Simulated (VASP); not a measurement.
Energy against volume of AuZn (CsCl type). Computed with r2SCAN meta-GGA, VASP's PBE PAW potentials (set 64) (plane waves; VASP). Numerical set-up: 520 eV cut-off, 12×12×12 Γ-centred mesh, first-order Methfessel-Paxton smearing of 0.10 eV, potentials Zn Au.

```
V (Å³/atom)  E (eV/atom)
-----------  -----------
14.690         -29.94121
15.159         -29.96265
15.628         -29.96933
16.097         -29.96386
```

**Question.** Fit these four points and predict the energy of the run at 16.566 Å³/atom.

**Answer.** A cubic in V^(−2/3), the third-order Birch-Murnaghan form, passes through the four points with V0 = 15.64 Å³/atom and B0 = 137 GPa, and gives -29.9484 eV/atom there. The run gave -29.9485 eV/atom, -0.1 meV/atom from the fit; all five points give B0 = 137 GPa.

The compound is AuZn in the CsCl type structure. It was relaxed first.
